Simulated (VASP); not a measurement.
# SnTeS4 (P2/m) in VASP: relaxation of cell and atoms with PBE

Aim: the relaxation of cell and atoms of SnTeS4 with PBE.

Everything below comes from runs of VASP 6.6.1. Logs are shortened: lines on timing, memory, paths and dates and some standing lists are left out, and cuts for length are marked.

## 1. The crystal as given

It takes space group P2/m (No. 10, monoclinic). The conventional cell has a = 6.623 Å, b = 3.827 Å, c = 6.697 Å, α = 90.00°, β = 90.12°, γ = 90.00°. Sn (site symmetry 2/m) has 6 S at 2.73 to 2.74 Å as nearest neighbours. Te (site symmetry 2/m) has 6 S at 2.82 Å as nearest neighbours. S (site symmetry m) is surrounded by 2 Sn at 2.73 Å and 1 Te at 2.82 Å. S (site symmetry m) is surrounded by 1 Sn at 2.74 Å and 2 Te at 2.82 Å.

The cell was built by a generator and needn't be a form met in nature.

## 2. Relaxation of cell and atoms, PBE

INCAR reads:

```
ALGO = Fast
EDIFF = 1E-4
EDIFFG = -0.08
ENCUT = 520
GGA = PE
IBRION = 2
ISIF = 3
ISMEAR = 0
LASPH = True
LCHARG = False
LREAL = False
LWAVE = False
NELM = 60
NSW = 24
PREC = Normal
SIGMA = 0.15
```

KPOINTS reads:

```
k-points
0
Gamma
  2 4 2
```

POSCAR reads:

```
SnTeS4
1.0
    6.6229861800      0.0000000000      0.0000000000
    0.0000000000      3.8269036600      0.0000000000
   -0.0136799200      0.0000000000      6.6971212200
Sn Te S
1 1 4
Direct
    0.0000000000      0.0000000000      0.0000000000
    0.5000000000      0.5000000000      0.0000000000
    0.8444256800      0.5000000000      0.2470362600
    0.1555743200      0.5000000000      0.7529637400
    0.3237388400      0.0000000000      0.2556241800
    0.6762611600      0.0000000000      0.7443758200
```

Potentials or basis: VASP PAW PBE potentials, release 64 (Sn_d, Te, S).

Command:

```bash
cat potpaw_PBE.64/Sn_d/POTCAR potpaw_PBE.64/Te/POTCAR potpaw_PBE.64/S/POTCAR > POTCAR
mpirun -np 1 vasp_std > vasp.out
```

OUTCAR:

```text
EDIFF = 1E-4
   EDIFFG = -0.08
   ENCUT = 520
   GGA = PE
   IBRION = 2
   ISIF = 3
   ISMEAR = 0
   LASPH = True
   LREAL = False
   NELM = 60
   NSW = 24
   PREC = Normal

 ion  position               nearest neighbor table
   1  0.000  0.000  0.000-   3 2.73   4 2.73   3 2.73   4 2.73   5 2.74   6 2.74
   2  0.500  0.500  0.000-   3 2.82   4 2.82   5 2.82   6 2.82   5 2.82   6 2.82
   3  0.844  0.500  0.247-   1 2.73   1 2.73   2 2.82
   4  0.156  0.500  0.753-   1 2.73   1 2.73   2 2.82
   5  0.324  0.000  0.256-   1 2.74   2 2.82   2 2.82
   6  0.676  0.000  0.744-   1 2.74   2 2.82   2 2.82

  LATTYP: Found a simple monoclinic cell.
 ALAT       =     6.6229861800
 B/A-ratio  =     0.5778214775
 C/A-ratio  =     1.0111957068
 COS(beta)  =    -0.0020426525

  Lattice vectors:

 A1 = (   6.6229861800,   0.0000000000,   0.0000000000)
 A2 = (   0.0000000000,   3.8269036600,   0.0000000000)
 A3 = (  -0.0136799200,   0.0000000000,   6.6971212200)

Analysis of symmetry for initial positions (statically):
=====================================================================
 Subroutine PRICEL returns:
 Original cell was already a primitive cell.

 Routine SETGRP: Setting up the symmetry group for a
 simple monoclinic supercell.

 Subroutine GETGRP returns: Found  4 space group operations
 (whereof  4 operations were pure point group operations)
 out of a pool of  4 trial point group operations.

The static configuration has the point symmetry C_2h.

Analysis of symmetry for dynamics (positions and initial velocities):
=====================================================================
 Subroutine PRICEL returns:
 Original cell was already a primitive cell.

 Routine SETGRP: Setting up the symmetry group for a
 simple monoclinic supercell.

 Subroutine GETGRP returns: Found  4 space group operations
 (whereof  4 operations were pure point group operations)
 out of a pool of  4 trial point group operations.

The dynamic configuration has the point symmetry C_2h.

 Subroutine INISYM returns: Found  4 space group operations
 (whereof  4 operations are pure point group operations),
 and found     1 'primitive' translations

----------------------------------------------------------------------------------------

                                     Primitive cell

  volume of cell :     169.7421

  direct lattice vectors                    reciprocal lattice vectors
     6.622986180  0.000000000  0.000000000     0.150989293  0.000000000  0.000308419
     0.000000000  3.826903660  0.000000000     0.000000000  0.261307858  0.000000000
    -0.013679920  0.000000000  6.697121220     0.000000000  0.000000000  0.149317889

  length of vectors
[... 87 lines left out ...]
   PSTRESS=    0.0 pullay stress
   NELECT =      44.0000    total number of electrons
   NUPDOWN=      -1.0000    fix difference up-down
   EMIN   =  10.00;   EMAX   =-10.00  energy-range for DOS
   EFERMI =   0.00;   METHOD = LEGACY
   ISMEAR =     0;   SIGMA  =   0.15  broadening in eV -4-tet -1-fermi 0-gaus
   EFERMI_NEDOS =   21; number of points for ismear=-14 and -15
   IALGO  =     68    algorithm
   IMIX   =      4    mixing-type and parameters
     AMIX     =   0.40;   BMIX     =  1.00
     AMIX_MAG =   1.60;   BMIX_MAG =  1.00
  volume/ion in A,a.u.               =      28.29       190.91
  Fermi-wavevector in a.u.,A,eV,Ry     =   1.043829  1.972550 14.824612  1.089578
  Thomas-Fermi vector in A             =   2.178555
   LORBIT       =      0    0 simple, 1 ext, 2 COOP (PROOUT), +10 PAW based schemes
   GGA     = PE    functional components
   LHFCALC =     F    Hartree Fock is set to
   AEXX    =    0.0000 exact exchange contribution
   IVDW    =     0    specifies the selected vdW correction
   LEPSILON=     F    determine dielectric tensor
   LRPA    =     F    only Hartree local field effects (RPA)
 conjugate gradient relaxation of ions
 non-spin polarized calculation
 RMM-DIIS sequential band-by-band and
 Gauss-broadening in eV      SIGMA  =   0.15
  energy-cutoff  :      520.00
  volume of cell :      169.74
 maximum number of plane-waves:      4604
   NGX = 25   NGY = 15   NGZ = 25

--------------------------------------- Ionic step        1  -------------------------------------------

 number of electron      43.9999987 magnetization

 Free energy of the ion-electron system (eV)
  ---------------------------------------------------
  ext. energy  EPLUGINS =         0.00000000
  ---------------------------------------------------
  free energy    TOTEN  =       -23.59752230 eV

  energy without entropy =      -23.59717641  energy(sigma->0) =      -23.59734936

------------------------ aborting loop because EDIFF is reached ----------------------------------------

  FORCE on cell =-STRESS in cart. coord.  units (eV):
  Direction    XX          YY          ZZ          XY          YZ          ZX
  --------------------------------------------------------------------------------------
  -------------------------------------------------------------------------------------
  Total       -4.9956710     -4.8577762     -9.5637654      0.0000000      0.0000000     -0.0921018
  in kB      -47.1536020    -45.8520280    -90.2713544      0.0000000      0.0000000     -0.8693392
  external PRESSURE =     -61.0923281 kB  Pullay stress =       0.0000000 kB
[... 147 lines left out ...]
--------------------------------------- Ionic step        5  -------------------------------------------

 number of electron      43.9999987 magnetization

 E-fermi :   4.6212     XC(G=0):  -9.0112

 val. band max:        4.2195737501   @ k =   0.0000   0.5000   0.5000
 cond. band min:       5.0017177729   @ k =   0.5000   0.5000   0.5000
 fundamental gap:      0.7821440228
 Fermi energy:         4.6211679202

 k-point     1 :       0.0000    0.0000    0.0000
  band No.  band energies     occupation
      1     -17.3022      2.00000
      2     -17.2593      2.00000
      3     -17.2442      2.00000
      4     -17.2271      2.00000
      5     -17.2086      2.00000
      6     -10.4646      2.00000
[... 416 lines left out ...]
--------------------------------------- Ionic step        7  -------------------------------------------

 number of electron      43.9999992 magnetization

 Free energy of the ion-electron system (eV)
  ---------------------------------------------------
  ext. energy  EPLUGINS =         0.00000000
  ---------------------------------------------------
  free energy    TOTEN  =       -24.18840056 eV

  energy without entropy =      -24.18838913  energy(sigma->0) =      -24.18839484

 E-fermi :   4.5385     XC(G=0):  -8.9718

 val. band max:        4.1299292251   @ k =   0.0000   0.5000   0.5000
 cond. band min:       4.9349750854   @ k =   0.5000   0.5000   0.5000
 fundamental gap:      0.8050458603
 Fermi energy:         4.5384677407

 k-point     1 :       0.0000    0.0000    0.0000
  band No.  band energies     occupation
      1     -17.3811      2.00000
      2     -17.3404      2.00000
      3     -17.3250      2.00000
      4     -17.3097      2.00000
      5     -17.2890      2.00000
      6     -10.5035      2.00000
[... 370 lines left out ...]
  FREE ENERGIE OF THE ION-ELECTRON SYSTEM (eV)
  ---------------------------------------------------
  free  energy   TOTEN  =       -24.1884005566 eV

  energy  without entropy=      -24.1883891274  energy(sigma->0) =      -24.18839484

 reached required accuracy - stopping structural energy minimisation
```

OSZICAR:

```text
N       E                     dE             d eps       ncg     rms          rms(c)
DAV:   1     0.367615543805E+03    0.36762E+03   -0.19034E+04   624   0.164E+03
DAV:   2     0.266179627946E+02   -0.34100E+03   -0.33418E+03   690   0.369E+02
DAV:   3    -0.223414854387E+02   -0.48959E+02   -0.47555E+02   830   0.138E+02
DAV:   4    -0.249958570116E+02   -0.26544E+01   -0.25854E+01   734   0.325E+01
[... 52 lines left out ...]
   6 F= -.24188323E+02 E0= -.24188318E+02  d E =-.296851E-01
       N       E                     dE             d eps       ncg     rms          rms(c)
DAV:   1    -0.241886313287E+02   -0.31939E-03   -0.82693E-03   790   0.743E-01    0.978E-02
RMM:   2    -0.241884425952E+02    0.18873E-03   -0.47332E-04   532   0.159E-01    0.472E-02
RMM:   3    -0.241884005566E+02    0.42039E-04   -0.29054E-04   443   0.104E-01
   7 F= -.24188401E+02 E0= -.24188395E+02  d E =-.297622E-01
```

CONTCAR:

```text
SnTeS4
   1.00000000000000
     6.5404755862979922    0.0000000000000000   -0.0082027923828777
     0.0000000000000000    3.7760406786836085    0.0000000000000000
    -0.0217719444477696    0.0000000000000000    6.2624101858417678
  Sn              Te              S
     1     1     4
Direct
     0.0000000000000000    1.0000000000000000    0.0000000000000000
     0.5000000000000000    0.5000000000000000    0.0000000000000000
     0.8438270190512883    0.5000000000000000    0.2378464765347426
     0.1561729809487117    0.5000000000000000    0.7621535234652574
     0.3238578261156626    1.0000000000000000    0.2451718427881854
     0.6761421738843374    1.0000000000000000    0.7548281572118145

  0.00000000E+00  0.00000000E+00  0.00000000E+00
  0.00000000E+00  0.00000000E+00  0.00000000E+00
  0.00000000E+00  0.00000000E+00  0.00000000E+00
  0.00000000E+00  0.00000000E+00  0.00000000E+00
  0.00000000E+00  0.00000000E+00  0.00000000E+00
  0.00000000E+00  0.00000000E+00  0.00000000E+00
```

Run time: 2.1 min. Hardware: 1 thread of Intel Xeon Platinum 8259CL at 2.50GHz (Skylake/Cascade Lake), shared host; peak memory 0.23 GiB.

Results:

- Free energy: -24.1884 eV
- Relaxed volume: 25.78 Å³/atom
- Relaxed cell: a = 6.540 Å, b = 3.776 Å, c = 6.262 Å, α = 90.00°, β = 90.27°, γ = 90.00°
- Space group after relaxing (to 0.05 Å): P2/m (No. 10)
- Energy gained by relaxing: 98.5 meV/atom
- Ionic steps: 7
- Pressure after relaxing: 0.0 GPa
- Largest force after relaxing: 0.075 eV/Å
- Band gap on the k mesh: 0.81 eV, indirect (least direct gap 1.17 eV)

Forces in eV/Å, atoms in the order of the input:
```
Sn   0.000  0.000  0.000
Te   0.000  0.000  0.000
S    0.025  0.000 -0.015
S   -0.025  0.000  0.015
S   -0.041  0.000 -0.063
S    0.041  0.000  0.063
```

The path:
| step | energy change (eV) | largest force (eV/Å) | pressure (GPa) | volume (Å³) |
| --- | --- | --- | --- | --- |
| 1 | 0.0000 | 1.4634 | -6.11 | 169.74 |
| 2 | -0.4233 | 0.6319 | 5.18 | 144.52 |
| 3 | -0.5612 | 0.2632 | 0.64 | 152.12 |
| 4 | -0.5611 | 0.2006 | 0.81 | 151.77 |
| 5 | -0.5853 | 0.1304 | 0.30 | 153.43 |
| 6 | -0.5908 | 0.0891 | 0.01 | 154.56 |
| 7 | -0.5909 | 0.0747 | 0.04 | 154.66 |

Final structure:
```xyz
6
Lattice="6.5405 0.0000 -0.0082 0.0000 3.7760 0.0000 -0.0218 0.0000 6.2624" Properties=species:S:1:pos:R:3 pbc="T T T"
Sn    0.0000    3.7760    0.0000
Te    3.2702    1.8880   -0.0041
S     5.5139    1.8880    1.4826
S     1.0049    1.8880    4.7716
S     2.1128    3.7760    1.5327
S     4.4059    3.7760    4.7215
```

Levels at points of the mesh, in eV from the valence-band top:
| k point | band 20 | band 21 | band 22 | band 23 | band 24 | band 25 |
| --- | --- | --- | --- | --- | --- | --- |
| (0.00, 0.00, 0.00) | -1.02 | -1.02 | -0.95 | 0.86 | 1.14 | 2.06 |
| (0.50, 0.00, 0.00) | -0.98 | -0.90 | -0.13 | 1.06 | 2.01 | 2.36 |
| (0.00, 0.50, 0.00) | -1.51 | -1.12 | -0.27 | 1.44 | 2.78 | 3.28 |
| (0.50, 0.50, 0.00) | -1.15 | -1.04 | -0.82 | 0.96 | 1.75 | 2.56 |
| (0.00, 0.00, 0.50) | -1.07 | -1.03 | -0.79 | 1.10 | 1.41 | 2.05 |
| (0.50, 0.00, 0.50) | -1.15 | -1.03 | -0.24 | 0.93 | 2.39 | 2.48 |
| (0.00, 0.50, 0.50) | -1.26 | -0.98 | 0.00 | 1.89 | 2.20 | 3.00 |
| (0.50, 0.50, 0.50) | -1.36 | -1.20 | -0.97 | 0.81 | 2.14 | 2.56 |

Caveat: the k mesh is coarse (spacing up to 0.47 Å⁻¹), so the values aren't converged; spin-orbit coupling is left out, which moves the levels of the heavy elements; this functional lacks dispersion, which binds the layers, so the pressure and a relaxed spacing across them are unreliable; the relaxation stopped at a loose force limit of 0.08 eV/Å, so its end isn't a converged minimum.
